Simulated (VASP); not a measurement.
Consider the following.

```xyz
1
Lattice="-1.6403 1.6403 1.6403 1.6403 -1.6403 1.6403 1.6403 1.6403 -1.6403" Properties=species:S:1:pos:R:3 pbc="T T T"
Ti     0.0000     0.0000     0.0000
```

All values below come from r2SCAN meta-GGA, VASP's PBE PAW potentials (set 64) (plane waves; VASP). Run with 400 eV cut-off, 14×14×14 Γ-centred mesh, first-order Methfessel-Paxton smearing of 0.10 eV, potentials Ti_sv.

Energy and stress use the plane-wave basis of the starting cell.

Q: The ions, cell shape and volume are relaxed. Give the cell that the relaxation ends in.

A: 
```xyz
1
Lattice="-1.6256 1.6256 1.6256 1.6256 -1.6256 1.6256 1.6256 1.6256 -1.6256" Properties=species:S:1:pos:R:3 pbc="T T T"
Ti     0.0000     0.0000     0.0000
```
Space group Im-3m (229), at a tolerance of 0.03 Å.

Q: How do energy and volume change from the first to the last step?

A: The energy (σ→0) changes by -4.5 meV/atom and the volume by -2.7 %, in 3 ionic steps.

The structure was generated: Ti was put into the bcc type (Im-3m), which need not be its known phase. This run relaxes it. Symmetry was kept, so distortions that lower it aren't found.
